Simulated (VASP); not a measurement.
Method: PBE GGA with D3 dispersion (zero damping), VASP's PBE PAW potentials (set 64) (plane waves; VASP 6.6.1).

VASP input:

### INCAR
```
! general
SYSTEM=Be
PREC  =Accurate
ENCUT =520
LREAL =.False.
LASPH =.True.

! electronic loop
EDIFF =1E-7
NELM  =100
ALGO  =Normal

! smearing
ISMEAR=1
SIGMA =0.1

! functional
GGA   =PE
IVDW  =11

! ions
IBRION=2
NSW   =30
ISIF  =4
EDIFFG=-0.01

! output
LWAVE =.False.
LCHARG=.False.
```

File POSCAR:
```
Be
1.0
  1.1381945331  -1.9714105955   0.0000000000
  1.1381945331   1.9714105955   0.0000000000
  0.0000000000   0.0000000000   3.5815918177
Be
2
Cart
  1.1381945331   0.6571381794   0.8953979544
  1.1381945331  -0.6571381794   2.6861938633
```

### KPOINTS
```
Automatic mesh
0
Gamma
19 19 10
0 0 0
```

POTCAR, in this order: Be (PBE.64 set). Program: vasp_std.

Output of the run:

**OSZICAR**
```
       N       E                     dE             d eps       ncg     rms          rms(c)
DAV:   1    -0.255066676296E+01   -0.25507E+01   -0.18012E+03  2898   0.550E+02
DAV:   2    -0.756547972063E+01   -0.50148E+01   -0.47726E+01  4374   0.632E+01
DAV:   3    -0.759831922850E+01   -0.32840E-01   -0.32394E-01  3732   0.464E+00
DAV:   4    -0.759836401016E+01   -0.44782E-04   -0.44783E-04  4320   0.147E-01
DAV:   5    -0.759836417069E+01   -0.16053E-06   -0.16099E-06  3666   0.236E-03    0.119E+00
DAV:   6    -0.755452220511E+01    0.43842E-01   -0.56792E-03  3318   0.110E+00    0.731E-01
DAV:   7    -0.753678885284E+01    0.17733E-01   -0.63353E-03  3348   0.116E+00    0.263E-02
DAV:   8    -0.753676677721E+01    0.22076E-04   -0.13221E-05  4248   0.448E-02    0.905E-03
DAV:   9    -0.753676591788E+01    0.85933E-06   -0.26642E-06  3630   0.206E-02    0.948E-04
DAV:  10    -0.753676572570E+01    0.19218E-06   -0.70471E-09  3432   0.996E-04    0.269E-04
DAV:  11    -0.753676559507E+01    0.13063E-06   -0.32057E-09  1890   0.746E-04    0.639E-06
DAV:  12    -0.753676559099E+01    0.40760E-08   -0.15098E-10  1980   0.159E-04
   1 F= -.79877614E+01 E0= -.79877633E+01  d E =-.798776E+01
       N       E                     dE             d eps       ncg     rms          rms(c)
DAV:   1    -0.753677498595E+01   -0.93909E-05   -0.34663E-04  3648   0.124E-01    0.671E-03
DAV:   2    -0.753677464372E+01    0.34223E-06   -0.15873E-06  3564   0.117E-02    0.408E-03
DAV:   3    -0.753677430011E+01    0.34361E-06   -0.15368E-07  3738   0.242E-03    0.581E-05
DAV:   4    -0.753677429952E+01    0.59921E-09   -0.14275E-09  1926   0.379E-04
   2 F= -.79877968E+01 E0= -.79878018E+01  d E =-.354560E-04
```

**OUTCAR**
```
------------------------ aborting loop because EDIFF is reached ----------------------------------------
 Edisp (eV)   -0.45102
  FORCE on cell =-STRESS in cart. coord.  units (eV):
  Direction    XX          YY          ZZ          XY          YZ          ZX
  --------------------------------------------------------------------------------------
  Total      -0.69519    -0.69519    -0.68625     0.00000     0.00000    -0.00000
  in kB     -69.29653   -69.29652   -68.40579     0.00000     0.00000    -0.00000
  external pressure =      -69.00 kB  Pullay stress =        0.00 kB
  volume of cell :       16.07
      direct lattice vectors                 reciprocal lattice vectors
     1.137625066 -1.970424255  0.000000000     0.439512116 -0.253752459  0.000000000
     1.137625066  1.970424255  0.000000000     0.439512116  0.253752459  0.000000000
    -0.000000000 -0.000000000  3.585178418    -0.000000000  0.000000000  0.278926146
 POSITION                                       TOTAL-FORCE (eV/Angst)
 -----------------------------------------------------------------------------------
      1.13763      0.65681      0.89629         0.000000     -0.000000      0.000000
      1.13763     -0.65681      2.68888        -0.000000      0.000000      0.000000
 -----------------------------------------------------------------------------------
    total drift:                                0.000000     -0.000003      0.000005
  FREE ENERGIE OF THE ION-ELECTRON SYSTEM (eV)
  ---------------------------------------------------
  free  energy   TOTEN  =        -7.9877968324 eV

  energy  without entropy=       -7.9878118759  energy(sigma->0) =       -7.98780185

 reached required accuracy - stopping structural energy minimisation
```
(Selected blocks of OUTCAR.)

File CONTCAR:
```
Be
   1.00000000000000
     1.1376250660171097   -1.9704242553121931    0.0000000000000000
     1.1376250660171097    1.9704242553121931    0.0000000000000000
    -0.0000000000000000   -0.0000000000000000    3.5851784181429944
  Be
     2
Direct
     0.3333330000000032    0.6666669999999968    0.2500000000000000
     0.6666669999999968    0.3333330000000032    0.7500000000000000
```

The compound is Be in the hcp structure. This cell is one point of a volume scan, at 1.06 of the reference volume. Symmetry was kept, so distortions that lower it aren't found.
